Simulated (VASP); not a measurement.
An input for Quantum ESPRESSO's pw.x (written as the equivalent of a VASP run, and not itself run):

```
&CONTROL
  calculation = 'scf'
  pseudo_dir = './pseudo'
  outdir = './out'
  tprnfor = .true.
  tstress = .true.
/
&SYSTEM
  ibrav = 0
  nat = 3
  ntyp = 2
  ecutwfc = 74
  occupations = 'smearing'
  smearing = 'gaussian'
  degauss = 0.003675
  input_dft = 'pbe'
  vdw_corr = 'grimme-d3'
  dftd3_version = 4
  dftd3_threebody = .false.
/
&ELECTRONS
  conv_thr = 7.3e-09
  electron_maxstep = 100
/
ATOMIC_SPECIES
  Li 6.940 Li.upf
  S 32.060 S.upf
CELL_PARAMETERS angstrom
     0.0000000    2.7854708    2.7854708
     2.7854708    0.0000000    2.7854708
     2.7854708    2.7854708    0.0000000
ATOMIC_POSITIONS crystal
  Li   0.2500000  0.2500000  0.2500000
  Li   0.7500000  0.7500000  0.7500000
  S    0.0000000  0.0000000  0.0000000
K_POINTS automatic
  7 7 7 0 0 0
```

### Question
Write the VASP files for the same calculation (PBE-D3(BJ)).

### Answer
This is not unique; one that fits is 
**POSCAR**
```
Li2S
3.9392510
  0.0000000000   0.7071067054   0.7071067054
  0.7071067054   0.0000000000   0.7071067054
  0.7071067054   0.7071067054   0.0000000000
Li S
2 1
Cartesian
  0.3535533527   0.3535533527   0.3535533527
  1.0606600581   1.0606600581   1.0606600581
  0.0000000000   0.0000000000   0.0000000000
```

### INCAR
```
ALGO = Normal
EDIFF = 1E-7
ENCUT = 520
GGA = PE
ISIF = 2
ISMEAR = 0
IVDW = 12
LASPH = .TRUE.
LCHARG = .FALSE.
LREAL = .FALSE.
LWAVE = .FALSE.
NELM = 100
PREC = Accurate
SIGMA = 0.05
SYSTEM = Li2S
```

File KPOINTS:
```
Automatic mesh
0
Gamma
7 7 7
0 0 0
```

POTCAR, in this order: Li_sv S (PBE.64 set). Program: vasp_std.

The two are equivalent in intent, not identical: the potentials are each code's own (VASP's PAW set, PseudoDojo norm-conserving files in pw.x), so ENCUT and ecutwfc are chosen apart and not converted; conv_thr bounds pw.x's estimated SCF error, while EDIFF bounds the energy change between steps.

The compound is Li2S in the antifluorite structure. It was relaxed first, which changed the volume by -8 %.
